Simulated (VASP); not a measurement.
Input:

```xyz
2
Lattice="0.0000 2.9317 2.9317 2.9317 0.0000 2.9317 2.9317 2.9317 0.0000" Properties=species:S:1:pos:R:3 pbc="T T T"
Cd     0.0000     0.0000     0.0000
S      1.4659     1.4659     1.4659
```

Method: r2SCAN+rVV10, VASP's PBE PAW potentials (set 64) (plane waves; VASP). Numerical set-up: 520 eV cut-off, 8×8×8 Γ-centred mesh, Gaussian smearing of 0.050 eV, potentials Cd S.

Question: Give the energy at these volumes per atom, relative to the lowest: 23.67, 24.43, 25.19, 25.94, 26.70 Å³.

Answer: 20.3, 4.9, 0.0, 4.1, 15.8 meV/atom. A third-order Birch-Murnaghan fit gives B0 = 63.0 GPa and B0′ = 4.5.

Measured: a 5.832 Å (computed value off by +0.5 %), as given by arXiv:1206.3780. The calculation is for a static lattice, while the measured a holds thermal and zero-point effects, which are part of the difference.

The compound is CdS in the zinc blende structure, a metastable form; wurtzite is the usual one. It was relaxed first.
